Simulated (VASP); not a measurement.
Computed with SCAN meta-GGA, VASP's PBE PAW potentials (set 64) (plane waves; VASP).

Input for VASP

### POSCAR
```
Se
1.0
  2.2047339075  -3.8187111305   0.0000000000
  2.2047339075   3.8187111305   0.0000000000
  0.0000000000   0.0000000000   5.0180133321
Se
3
Cart
  0.4885546564   0.8462014839   3.3453438941
  3.4323585022   0.0000000000   0.0000000000
  0.4885546564  -0.8462014839   1.6726694380
```

KPOINTS:
```
Automatic
0
G
 6 6 5
```

### INCAR
```
! general
SYSTEM   =  Se
PREC     =  Accurate
ENCUT    =  520
LREAL    =  .False.
LASPH    =  .True.

! electronic loop
EDIFF    =  1E-7
NELM     =  100
ALGO     =  Normal
LMAXMIX  =  4
LMIXTAU  =  .True.

! smearing
ISMEAR   =  0
SIGMA    =  0.05

! functional
METAGGA  =  SCAN

! ions
IBRION   =  2
NSW      =  30
ISIF     =  4
EDIFFG   =  -0.01

! output
LWAVE    =  .False.
LCHARG   =  .False.
```

POTCAR, in this order: Se (PBE.64 set). Program: vasp_std.

### Question
Estimate the energy per atom (σ→0).

### Answer

The energy per atom (σ→0) comes out as -20.084 eV/atom.

OSZICAR:
```
...
DAV:   4    -0.602514130686E+02   -0.70943E-05   -0.35852E-05   712   0.854E-02    0.422E-03
DAV:   5    -0.602514186800E+02   -0.56114E-05   -0.71805E-05   712   0.131E-01    0.207E-03
DAV:   6    -0.602514097709E+02    0.89091E-05   -0.29018E-05   712   0.799E-02    0.134E-03
DAV:   7    -0.602514095495E+02    0.22145E-06   -0.15594E-06   792   0.164E-02    0.445E-04
DAV:   8    -0.602514096698E+02   -0.12034E-06   -0.33589E-07   732   0.850E-03    0.263E-04
DAV:   9    -0.602514095299E+02    0.13992E-06   -0.15555E-07   506   0.634E-03    0.626E-05
DAV:  10    -0.602514095529E+02   -0.23021E-07   -0.28483E-08   366   0.240E-03
   3 F= -.60251410E+02 E0= -.60251410E+02  d E =-.162607E-03
```

The compound is Se in the trig structure. This run relaxes it. Symmetry was kept, so distortions that lower it aren't found.
